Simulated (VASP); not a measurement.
```
SnSe2
1.0
    1.93803    -3.35677     0.00000
    1.93803     3.35677     0.00000
    0.00000     0.00000     7.78078
Sn Se
1 2
Direct
  0.00000   0.00000   0.00000
  0.33333   0.66667   0.20320
  0.66667   0.33333   0.79680
```

These are RPBE GGA, VASP's PBE PAW potentials (set 64) (plane waves; VASP 6.6.1) values and carry that method's errors. Run with 520 eV cut-off, 7×7×3 Γ-centred mesh, Gaussian smearing of 0.050 eV, potentials Sn_d Se.

Without a dispersion term in the relaxation, distances and binding between the weakly bound layers, chains or molecules are unreliable, and so is what depends on them.

Task: The ions and cell shape at fixed volume are relaxed. Predict the relaxed structure.

Result: 
```
SnSe2
1.0
    1.95392    -3.38428     0.00000
    1.95392     3.38428     0.00000
    0.00000     0.00000     7.65480
Sn Se
1 2
Cartesian
  0.00000   0.00000   0.00000
  1.95392   1.12810   1.59811
  1.95392  -1.12810   6.05669
```
Space group P-3m1 (164), at a tolerance of 0.03 Å.

Task: How much energy does the relaxation gain?

Result: The energy (σ→0) changes by -3.6 meV/atom, in 7 ionic steps.

```
step  E(σ→0) (eV)  max force (eV/Å)  pressure (GPa)  volume (Å³)
----  -----------  ----------------  --------------  -----------
1        -10.9655             0.249            1.43       101.24
2        -10.9702             0.141            1.10       101.24
3        -10.9725             0.032            0.57       101.24
4        -10.9752             0.033            0.34       101.24
5        -10.9761             0.033            0.11       101.24
6        -10.9761             0.033            0.12       101.24
7        -10.9762             0.001            0.21       101.24
```

The compound is SnSe2 in the 1T layered structure. This cell is one point of a volume scan, at 0.97 of the reference volume. Symmetry was kept, so distortions that lower it aren't found.
